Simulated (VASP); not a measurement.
Input for VASP

POSCAR:
```
Rb
1
   -2.7547660569     2.7547660569     2.7547660569
    2.7547660569    -2.7547660569     2.7547660569
    2.7547660569     2.7547660569    -2.7547660569
Rb
1
Direct
  0.0000000000   0.0000000000   0.0000000000
```

### KPOINTS
```
Automatic mesh
0
Gamma
11 11 11
0 0 0
```

INCAR:
```
# general
SYSTEM   = Rb
PREC     = Accurate
ENCUT    = 520   # plane-wave cut-off (eV)
LREAL    = F   # projection in real space or not
LASPH    = T   # aspherical one-centre terms

# electronic loop
EDIFF    = 1E-7
NELM     = 100
ALGO     = Normal   # blocked Davidson
LMAXMIX  = 4   # l cut-off of mixed one-centre charges

# smearing
ISMEAR   = -5   # tetrahedra, Bloechl

# functional
GGA      = BO
LUSE_VDW = T
AGGAC    = 0.0
PARAM1   = 0.1833333333
PARAM2   = 0.22

# ions
ISIF     = 2   # forces and stress, cell fixed

# output
LWAVE    = F
LCHARG   = T
LORBIT   = 11   # lm-projected
NEDOS    = 601   # DOS grid
```

POTCAR, in this order: Rb_sv (PBE.64 set). Program: vasp_std.

Translate this optB88-vdW calculation to Quantum ESPRESSO's pw.x.

One equivalent input (not run):
```
&CONTROL
  calculation = 'scf'
  pseudo_dir = './pseudo'
  outdir = './out'
  tprnfor = .true.
  tstress = .true.
/
&SYSTEM
  ibrav = 0
  nat = 1
  ntyp = 1
  ecutwfc = 46.3
  occupations = 'tetrahedra'
  input_dft = 'vdw-df-obk8'
/
&ELECTRONS
  conv_thr = 7.3e-09
  electron_maxstep = 100
/
ATOMIC_SPECIES
  Rb 85.468 Rb.upf
CELL_PARAMETERS angstrom
    -2.7547661    2.7547661    2.7547661
     2.7547661   -2.7547661    2.7547661
     2.7547661    2.7547661   -2.7547661
ATOMIC_POSITIONS crystal
  Rb   0.0000000  0.0000000  0.0000000
K_POINTS automatic
  11 11 11 0 0 0
```
What does not carry over: the potentials are each code's own (VASP's PAW set, PseudoDojo norm-conserving files in pw.x), so ENCUT and ecutwfc are chosen apart and not converted; conv_thr bounds pw.x's estimated SCF error, while EDIFF bounds the energy change between steps.

The compound is Rb in the bcc structure. It was relaxed first, which changed the volume by -7 %.
